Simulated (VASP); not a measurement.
Computed with PBE GGA, VASP's PBE PAW potentials (set 64) (plane waves; VASP 6.6.1).

VASP input:

### POSCAR
```
GaP
1
    0.0000000000     2.7529443306     2.7529443306
    2.7529443306     0.0000000000     2.7529443306
    2.7529443306     2.7529443306     0.0000000000
Ga P
1 1
Direct
  0.0000000000   0.0000000000   0.0000000000
  0.2500000000   0.2500000000   0.2500000000
```

**INCAR**
```
# general
SYSTEM   =  GaP
PREC     =  Accurate
ENCUT    =  520
LREAL    =  .FALSE.
LASPH    =  .TRUE.
ICHARG   =  11

# electronic loop
EDIFF    =  1E-7
NELM     =  100
ALGO     =  Normal
LMAXMIX  =  4

# smearing
ISMEAR   =  0
SIGMA    =  0.05

# functional
GGA      =  PE

# output
LWAVE    =  .FALSE.
LCHARG   =  .FALSE.
LORBIT   =  11
```

KPOINTS:
```
k-points along high-symmetry lines
15
Line-mode
Reciprocal
  0.000000   0.000000   0.000000 ! GAMMA
 -0.500000  -0.500000   0.000000 ! X

 -0.500000  -0.500000   0.000000 ! X
 -0.375000  -0.375000   0.250000 ! U

 -0.375000  -0.000000   0.375000 ! K
  0.000000   0.000000   0.000000 ! GAMMA

  0.000000   0.000000   0.000000 ! GAMMA
 -0.000000   0.000000   0.500000 ! L

 -0.000000   0.000000   0.500000 ! L
 -0.500000  -0.250000   0.250000 ! W

 -0.500000  -0.250000   0.250000 ! W
 -0.500000  -0.500000   0.000000 ! X
```

POTCAR, in this order: Ga_d P (PBE.64 set). Program: vasp_std. Read from the step before: CHGCAR.

Output

File OSZICAR:
```
       N       E                     dE             d eps       ncg     rms          rms(c)
DAV:   1     0.790796587857E+02    0.79080E+02   -0.94169E+03  2438   0.199E+03
DAV:   2    -0.108872231071E+01   -0.80168E+02   -0.76860E+02  2530   0.330E+02
DAV:   3    -0.755078604327E+01   -0.64621E+01   -0.62050E+01  2925   0.743E+01
DAV:   4    -0.767480207004E+01   -0.12402E+00   -0.12391E+00  2943   0.110E+01
DAV:   5    -0.767741487842E+01   -0.26128E-02   -0.26126E-02  2903   0.137E+00
DAV:   6    -0.767754866974E+01   -0.13379E-03   -0.13379E-03  3419   0.263E-01
DAV:   7    -0.767754966486E+01   -0.99512E-06   -0.99534E-06  2982   0.224E-02
DAV:   8    -0.767754969037E+01   -0.25515E-07   -0.25208E-07  2515   0.329E-03
   1 F= -.76775497E+01 E0= -.76775497E+01  d E =-.136015E-10
```

### OUTCAR
```
 val. band max:        4.3470105581   @ k =   0.0000   0.0000   0.0000

 cond. band min:       5.9236419174   @ k =   0.0000   0.0000   0.0000



 k-point     1 :       0.0000    0.0000    0.0000
  band No.  band energies     occupation
      1     -10.1555      2.00000
      2     -10.1555      2.00000
      3     -10.1555      2.00000
      4     -10.0647      2.00000
      5     -10.0647      2.00000
      6      -7.9206      2.00000
      7       4.3470      2.00000
      8       4.3470      2.00000
      9       4.3470      2.00000
     10       5.9236      0.00000
     11       8.2432      0.00000
     12       8.2432      0.00000
     13       8.2432      0.00000

 k-point     2 :      -0.0357   -0.0357    0.0000
  band No.  band energies     occupation
      1     -10.1572      2.00000
      2     -10.1547      2.00000
      3     -10.1547      2.00000
      4     -10.0650      2.00000
      5     -10.0644      2.00000
      6      -7.8992      2.00000
      7       4.1196      2.00000
      8       4.2845      2.00000
      9       4.2845      2.00000
     10       6.1430      0.00000
     11       8.1808      0.00000
     12       8.3296      0.00000
     13       8.3296      0.00000

 k-point     3 :      -0.0714   -0.0714    0.0000
  band No.  band energies     occupation
      1     -10.1624      2.00000
      2     -10.1527      2.00000
      3     -10.1527      2.00000
      4     -10.0658      2.00000
      5     -10.0637      2.00000
      6      -7.8353      2.00000
      7       3.6326      2.00000
      8       4.1133      2.00000
      9       4.1133      2.00000
     10       6.5953      0.00000
     11       8.0173      0.00000
     12       8.5725      0.00000
     13       8.5725      0.00000

 k-point     4 :      -0.1071   -0.1071    0.0000
  band No.  band energies     occupation
      1     -10.1703      2.00000
      2     -10.1493      2.00000
      3     -10.1493      2.00000
      4     -10.0673      2.00000
...
```

The density is held fixed in this step, so its total energy and stress have no physical meaning.

The compound is GaP in the zinc blende structure. It was relaxed first.
